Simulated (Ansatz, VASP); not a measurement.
# HfO2: VASP beside Ansatz

Aim: how closely do two programs agree when they are given the same cell, functional and k mesh? The structure shown is the start of the Ansatz relaxation below; VASP solves that cell, so the two are compared at the walk's first step.

Calculated with Ansatz 0.2.0; plane waves, with VASP 6.6.1 beside it; single point at LDA.

## (1) The starting structure

It takes space group P2_1/c (No. 14, monoclinic). The conventional cell has a = 5.161 Å, b = 5.202 Å, c = 5.351 Å, α = 90.00°, β = 100.00°, γ = 90.00°. O has 4 Hf at 2.16 to 2.28 Å nearest. Nearest to O lie 3 Hf at 2.05 to 2.14 Å. Hf has 7 O at 2.05 to 2.28 Å nearest. Farther neighbours and most contacts between anions are not listed.

## (2) Ansatz: relaxation, LDA

Ansatz runs on its PAW soft_1 files.

The two programs are compared at the cell with which this relaxation starts, whose forces are those of its first step.

Input file input.yaml:

```yaml
crystal:
  lattice:
    - [5.1613792969, 0.0, -0.0308552756]
    - [0.0, 5.2017676619, 0.0]
    - [-0.8973604578, 0.0, 5.2749026678]
  atoms:
    - { symbol: O, position: [0.4508434556, 0.756934818, 0.4765359691] }
    - { symbol: O, position: [0.5491565444, 0.256934818, 0.0234640309] }
    - { symbol: O, position: [0.5491565444, 0.243065182, 0.5234640309] }
    - { symbol: O, position: [0.4508434556, 0.743065182, 0.9765359691] }
    - { symbol: O, position: [0.0655700004, 0.3267884545, 0.3505635096] }
    - { symbol: O, position: [0.9344299996, 0.8267884545, 0.1494364904] }
    - { symbol: O, position: [0.9344299996, 0.6732115455, 0.6494364904] }
    - { symbol: O, position: [0.0655700004, 0.1732115455, 0.8505635096] }
    - { symbol: Hf, position: [0.2760546008, 0.0440909324, 0.2084774817] }
    - { symbol: Hf, position: [0.7239453992, 0.5440909324, 0.2915225183] }
    - { symbol: Hf, position: [0.7239453992, 0.9559090676, 0.7915225183] }
    - { symbol: Hf, position: [0.2760546008, 0.4559090676, 0.7084774817] }
kpoints:
  mp_grid: { grid: [4, 4, 4] }
hamiltonian:
  xc: lda
  pseudopotentials: { kind: paw, azcp: { folder: soft_1 }, xc_functional: pbe }
scf:
  occupations: { method: fixed }
output:
  forces: true
  stress: true
  eigenvalues: true
relax:
  adjacent_minimum: "off"
  f_tol: 0.001
  max_steps: 60
  cell: { stress_tol: 0.01, fix: [volume] }
```

The run is started by

```
$ ansatz run input.yaml --threads 8 --pin off --max-ram 20480MiB --backend cpu --events-out ev --progress --plain --runs-dir out
```

Numbers of over 12 decimals in the logs are rounded to 6 here.

The log of the run:

```text
Engine: ansatz 0.2.0, aarch64-unknown-linux-gnu
Pseudopotentials: kind: paw
Pseudopotential: O, paw, valence charge 6, recommended cutoff 420 eV (normal), soft_1/O.paw.azcp
Pseudopotential: Hf, paw, valence charge 26, recommended cutoff 420 eV (normal), soft_1/Hf.paw.azcp
Functional definition: SPW92
  exchange = slater_x
  correlation = pw_c
Crystal: 12 atoms, lattice volume = 141.478 Å³
Basis set: ecut = 420 eV, 2769 PW (Γ)
Bands: 92, of which v1, the nominal top of the filled ones, is band 76 counted from 1 (75 counted from 0)
Symmetry: 4 space group operations
Space group: P21/c (ITA 14), of the structure as read, at distance tolerance 5.2e-5 Å
k-points: 30 of 64
Non-local potential: O, projectors of the file, l = 0: 2, l = 1: 2, l = 2: 1
Non-local potential: Hf, projectors of the file, l = 0: 3, l = 1: 2, l = 2: 2, l = 3: 3
PAW form: soft (Blöchl's): semilocal exchange-correlation on the pseudo side does not see the compensation charge
PAW frozen core: O, regenerated for the run's functional, and the local potential with it (the file was generated under x = pbe(κ = 0.804, μ = 0.219515), c = pbe(β = 0.066725))
PAW frozen core: Hf, regenerated for the run's functional, and the local potential with it (the file was generated under x = pbe(κ = 0.804, μ = 0.219515), c = pbe(β = 0.066725))
PAW one-centre angular grid: O, 110 points (default); XC on 64 Gauss nodes
PAW one-centre angular grid: Hf, 590 points (default); XC on 64 Gauss nodes
Initial density: superposition of atomic densities (chi_scale 0.1, normalization cell, long waves kept (reshape's long-wave potential 0.02 eV rms))
Initial wavefunctions: pseudopotential atomic-orbital guess
Functional: x = slater, c = lda
SCF iter   1: F=—  HF=-66378.352398 eV  |F-HF|=—  |Δ(HF+E_count)|=         —  Δρ=9.34e-2  dr2=1.02e1  ethr=3.10e-3  ⟨swp⟩=4.0  Hψ=7714  notcnv=0  defer=329
preconditioner: auto → Resta (q_TF=auto, 2.761 Å⁻¹)  ε∞=4.9  [insulator: Δε(μ)=2.892 eV  Ē_g=19.076 eV  n_scr=52 (ndim 8)  ℏωp=37.5 eV  f_vac=0.013  ε∞_Penn≈4.9]
SCF iter   2: F=—  HF=-66375.813287 eV  |F-HF|=—  |Δ(HF+E_count)|=    2.54e0  Δρ=4.02e-2  dr2=2.17e0  ethr=3.10e-3  ⟨swp⟩=2.2  Hψ=5538  notcnv=0  defer=356
SCF iter   3: F=—  HF=-66375.124907 eV  |F-HF|=—  |Δ(HF+E_count)|=   6.88e-1  Δρ=2.21e-2  dr2=7.14e-1  ethr=1.43e-3  ⟨swp⟩=2.0  Hψ=4166  notcnv=0  defer=417
SCF iter   4: F=—  HF=-66374.916285 eV  |F-HF|=—  |Δ(HF+E_count)|=   2.09e-1  Δρ=7.45e-3  dr2=5.61e-2  ethr=4.70e-4  ⟨swp⟩=2.4  Hψ=4826  notcnv=0  defer=415
SCF iter   5: F=—  HF=-66374.931440 eV  |F-HF|=—  |Δ(HF+E_count)|=   1.52e-2  Δρ=3.67e-3  dr2=1.98e-2  ethr=3.69e-5  ⟨swp⟩=2.0  Hψ=4500  notcnv=0  defer=417
SCF iter   6: F=—  HF=-66374.918379 eV  |F-HF|=—  |Δ(HF+E_count)|=   1.31e-2  Δρ=6.96e-4  dr2=7.55e-4  ethr=1.30e-5  ⟨swp⟩=2.0  Hψ=4813  notcnv=0  defer=419
SCF iter   7: F=—  HF=-66374.919204 eV  |F-HF|=—  |Δ(HF+E_count)|=   8.26e-4  Δρ=4.27e-4  dr2=2.51e-4  ethr=4.96e-7  ⟨swp⟩=2.0  Hψ=4848  notcnv=0  defer=408
SCF iter   8: F=—  HF=-66374.919204 eV  |F-HF|=—  |Δ(HF+E_count)|=   6.40e-7  Δρ=3.91e-4  dr2=1.67e-4  ethr=1.65e-7  ⟨swp⟩=2.0  Hψ=4727  notcnv=0  defer=312
SCF iter   9: F=—  HF=-66374.919171 eV  |F-HF|=—  |Δ(HF+E_count)|=   3.28e-5  Δρ=4.77e-5  dr2=2.93e-6  ethr=1.10e-7  ⟨swp⟩=2.0  Hψ=4236  notcnv=0  defer=312
SCF iter  10: F=—  HF=-66374.919173 eV  |F-HF|=—  |Δ(HF+E_count)|=   1.97e-6  Δρ=8.31e-6  dr2=1.02e-7  ethr=1.93e-9  ⟨swp⟩=2.0  Hψ=4912  notcnv=0  defer=312
SCF iter  11: F=-66374.919173 eV  HF=-66374.919173 eV  |F-HF|=1.31e-10  |Δ(HF+E_count)|=   2.26e-8  Δρ=2.35e-6  dr2=8.37e-9  ethr=6.58e-11  ⟨swp⟩=11.4  Hψ=13302  notcnv=0
SCF 1 converged in 11 iterations: F = -66374.919173 eV  dr2 = 8.37e-9
  greatest PAW one-centre occupation: 0.999 electrons in one spin orbital (limit 2), on the Hf atom at site 11 (counted from 0), in its partial waves of l = 3
relax step   1: F+E_penalty+E_count = -66374.91917293 eV  Δ(F+E_penalty+E_count) = +0.000e0 eV  max|allowed force component| = 1.065e-1 eV/Å  Δτ_max = 0.0000 Å  P = -12.054 GPa  Ω = 141.478 Å³  fix = [volume]  reactions: volume -12.054 GPa  (11 SCF iters, dr2 threshold 1.00e-7 eV, accepted)
Initial density: handed on by an earlier stage of this run
Initial wavefunctions: those handed on with the density
iter 1 solved again at ethr=1.67e-6 eV; its pass at ethr=3.10e-3 eV (dr2=2.54e-3 eV) is discarded
SCF iter   1: F=—  HF=-66374.921740 eV  |F-HF|=—  |Δ(HF+E_count)|=         —  Δρ=1.78e-3  dr2=2.42e-3  ethr=1.67e-6  ⟨swp⟩=3.0  Hψ=9985  notcnv=0  defer=417
preconditioner: auto → Resta (q_TF=auto, 2.761 Å⁻¹)  ε∞=5.3  [insulator: Δε(μ)=3.926 eV  Ē_g=17.963 eV  n_scr=52 (ndim 8)  ℏωp=37.5 eV  f_vac=0.080  ε∞_Penn≈5.3]
SCF iter   2: F=—  HF=-66374.921162 eV  |F-HF|=—  |Δ(HF+E_count)|=   5.79e-4  Δρ=8.07e-4  dr2=3.71e-4  ethr=1.60e-6  ⟨swp⟩=2.0  Hψ=4537  notcnv=0  defer=420
[...]
eigensolver tolerance schedule: the retry pair's looser diagonalisation over-reported the residual by 132618.05 of it (diagonalisation noise at an unbounded share of the residual, at the tolerance the schedule requests for it); recorded, not acted on — ethr = c·dr2/N_el stays at c = 1.0e-1
preconditioner: auto → Resta (q_TF=auto, 2.761 Å⁻¹)  ε∞=5.3  [insulator: Δε(μ)=3.939 eV  Ē_g=17.971 eV  n_scr=52 (ndim 8)  ℏωp=37.5 eV  f_vac=0.080  ε∞_Penn≈5.3]
SCF iter   2: F=—  HF=-66374.924564 eV  |F-HF|=—  |Δ(HF+E_count)|=   3.36e-6  Δρ=4.10e-7  dr2=9.41e-11  ethr=1.00e-12  ⟨swp⟩=4.8  Hψ=9048  notcnv=0  defer=323
SCF iter   3: F=—  HF=-66374.924564 eV  |F-HF|=—  |Δ(HF+E_count)|=  2.91e-11  Δρ=2.54e-7  dr2=4.31e-11  ethr=1.00e-12  ⟨swp⟩=1.0  Hψ=2448  notcnv=0  defer=323
SCF iter   4: F=—  HF=-66374.924564 eV  |F-HF|=—  |Δ(HF+E_count)|=    0.00e0  Δρ=6.65e-8  dr2=5.30e-12  ethr=1.00e-12  ⟨swp⟩=1.0  Hψ=2448  notcnv=0  defer=323
SCF iter   5: F=-66374.924564 eV  HF=-66374.924564 eV  |F-HF|=1.46e-11  |Δ(HF+E_count)|=  1.46e-11  Δρ=3.92e-8  dr2=1.06e-12  ethr=1.00e-12  ⟨swp⟩=13.7  Hψ=18068  notcnv=0
SCF 9 converged in 5 iterations: F = -66374.924564 eV  dr2 = 1.06e-12
relax step   9: F+E_penalty+E_count = -66374.92456428 eV  Δ(F+E_penalty+E_count) = -1.433e-5 eV  max|allowed force component| = 1.789e-4 eV/Å  Δτ_max = 0.0000 Å  P = -11.415 GPa  Ω = 141.478 Å³  fix = [volume]  reactions: volume -11.415 GPa  stress off target by 1.45e-3 GPa on what of the cell is left free  SCF on the basis re-selected at this cell (its energy is not comparable with the rows above)  (5 SCF iters)
basis re-selected at this cell: Δ(F+E_penalty+E_count) = -1.433e-5 eV, ΔP = -0.000 GPa vs the last step (what re-selecting the basis moved, of the pressure what is left beyond the Pulay correction that the steps carried, after the strain that the cell walked since its last selection, with what the two solves' SCF thresholds leave and, on support functions, any second-order correction that the steps lacked; it is no m [...]
SCF converged after 5 iterations
Free energy (F): -66374.924564 eV
Harris-Foulkes:  -66374.924564 eV  (|F-HF|=1.46e-11)
Internal energy: -66374.924564 eV  (E = F + TS)
E sigma→0 (E₀):  -66374.924564 eV
Fermi energy:    12.180847 eV
--- Per-component energies (eV) ---
  E_band       = -284.948816
  E_kinetic    = 2957.033445
  E_local      = -29940.703553  (includes V_loc(G=0)·N_el)
  E_nonlocal   = 745.458968
  E_hartree    = 14164.682041
  E_xc         = -1617.058527
  E_vxc        = -1739.501992  (∫ρ·V_xc dr)
  E_paw        = -31041.053741  (= ΣΔE_a)
  E_vpaw       = -636.606472  (= ΣTr[D̂ρ^β])
  E_aug_tail   = 0.006696  (compensation charges beyond the density's cutoff)
  E_ewald      = -21653.893617
  E_core_change = 10.603724  (= ΣΔE_core)
  E_smearing   = -0.000000  (= −TS)
  E_closure    = -0.000000  (closes the sum)
  Σ components = -66374.924564   (vs F -66374.924564, Δ=0.00e0)
--- Forces (eV/Å), atoms counted from 1 ---
  atom   1  O      0.00017893     0.00005372     0.00005326
  atom   2  O     -0.00017893     0.00005372    -0.00005326
  atom   3  O     -0.00017893    -0.00005372    -0.00005326
  atom   4  O      0.00017893    -0.00005372     0.00005326
  atom   5  O      0.00002024    -0.00006541    -0.00000788
  atom   6  O     -0.00002024    -0.00006541     0.00000788
  atom   7  O     -0.00002024     0.00006541     0.00000788
  atom   8  O      0.00002024     0.00006541    -0.00000788
  atom   9  Hf     0.00006666    -0.00016274     0.00006579
  atom  10  Hf    -0.00006666    -0.00016274    -0.00006579
  atom  11  Hf    -0.00006666     0.00016274    -0.00006579
  atom  12  Hf     0.00006666     0.00016274     0.00006579
  max |Σ_I F_I| component: 0.00e0 eV/Å
--- Stress (GPa, compression-positive) ---
      -11.416690       0.000000      -0.000002
        0.000000     -11.414346      -0.000000
       -0.000002      -0.000000     -11.414673
  P = ⅓ Tr σ = -11.4152 GPa (-114.152 kbar)
--- Band table (eV; the first three rows and the last of 30) ---
  k-point 0: bands = [... 72 lower, 11.5860, 11.7229, 11.9982, 12.1808, 16.6525, 17.0246, 17.1401, 17.5364, ... 12 higher]
  k-point 1: bands = [... 72 lower, 11.3889, 11.5598, 11.8049, 11.9214, 16.6906, 16.8969, 17.0742, 17.5666, ... 12 higher]
  k-point 2: bands = [... 72 lower, 11.4012, 11.4012, 11.6648, 11.6648, 16.7876, 16.7876, 17.2288, 17.2288, ... 12 higher]
  k-point 29: bands = [... 72 lower, 11.1741, 11.1741, 11.4567, 11.4567, 16.5137, 16.5137, 17.2240, 17.2240, ... 12 higher]
--- Relaxed structure (7 steps of the walk, 7 accepted, 2 SCFs on fresh bases) ---
  F+E_penalty+E_count = -66374.92456428 eV   max|allowed force component| = 1.789e-4 eV/Å   (the final SCF, on the basis selected at the relaxed cell)
  cell:  # Å, volume = 141.4781 Å³
    - [5.164654, 5.70604490334835e-19, -0.036869]
    - [5.679557816552005e-19, 5.193399, -1.1899674157785515e-18]
    - [-0.904039, -1.3046763710785837e-18, 5.281136]
  atoms:
    - { symbol: O, position: [0.453099, 0.756852, 0.473822] }
    - { symbol: O, position: [0.546901, 0.256852, 0.026178] }
    - { symbol: O, position: [0.546901, 0.243148, 0.526178] }
    - { symbol: O, position: [0.453099, 0.743148, 0.973822] }
    - { symbol: O, position: [0.064141, 0.324232, 0.353541] }
    - { symbol: O, position: [0.935859, 0.824232, 0.146459] }
    - { symbol: O, position: [0.935859, 0.675768, 0.646459] }
    - { symbol: O, position: [0.064141, 0.175768, 0.853541] }
    - { symbol: Hf, position: [0.275196, 0.045139, 0.208881] }
    - { symbol: Hf, position: [0.724804, 0.545139, 0.291119] }
    - { symbol: Hf, position: [0.724804, 0.954861, 0.791119] }
    - { symbol: Hf, position: [0.275196, 0.454861, 0.708881] }
```

[end of part 1 of 3]

[Lines on the potential files, build, host, timing and source positions are cut from VASP's logs without a mark.]

[Logs are printed without paths, hosts, clocks, repeated set-up lines and the standing remarks that a program may print on its own settings, such as how far it seeks lower states.]

[Hosts, paths, dates, database ids (printed as entryN), source tags and the programs' standing remarks are cut or masked in the printed files.]
